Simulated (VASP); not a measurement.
Runs of VASP 6.6.1 on WSe2. It takes space group P6_3/mmc (No. 194, hexagonal). Conventional cell: a = 3.281 Å, b = 3.281 Å, c = 12.792 Å, α = 90.00°, β = 90.00°, γ = 120.00°. W (site symmetry -6m2) is surrounded by 6 Se at 2.54 Å. Se (site symmetry 3m) is surrounded by 3 W at 2.54 Å. 

| task | cell | gap on the mesh (eV) | pressure (GPa) | largest force (eV/Å) |
| --- | --- | --- | --- | --- |
| relaxation of cell and atoms | relaxed | 0.99 | 0.0 | - |
| relaxation of shape and atoms at fixed volume | atoms relaxed at fixed volume from: a relaxed cell with its volume scaled by 1.04 | 1.12 | -1.5 | 0.01 |
| relaxation of shape and atoms at fixed volume | atoms relaxed at fixed volume from: a relaxed cell with its volume scaled by 1.06 | 1.18 | -2.0 | - |
| relaxation of shape and atoms at fixed volume | atoms relaxed at fixed volume | 0.99 | 0.0 | - |
| relaxation of shape and atoms at fixed volume | atoms relaxed at fixed volume from: a relaxed cell with its volume scaled by 0.98 | (b) | 1.1 | - |
| relaxation of shape and atoms at fixed volume | atoms relaxed at fixed volume from: a relaxed cell with its volume scaled by 0.96 | (a) | 2.5 | 0.01 |
| relaxation of shape and atoms at fixed volume | atoms relaxed at fixed volume from: a relaxed cell with its volume scaled by 1.02 | 1.05 | -0.9 | - |

Alike in all rows: level PBE+D3(BJ); potentials or basis VASP PAW PBE potentials, release 64 (W_sv, Se); no spin polarisation; k mesh 9 × 9 × 2; cutoff (eV) 600; smearing gaussian 0.03 eV.

Task: Estimate the missing entries.

Result: (a) 0.87; (b) 0.93.

Caveats: spin-orbit coupling is left out, which moves the levels of the heavy elements; an odd mesh through Γ misses points on the zone boundary, where band edges often lie; the relaxation stopped at its first step, so nothing moved (some runs).

A k mesh can miss the band edges, and the runs leave out spin-orbit coupling on Se, W.
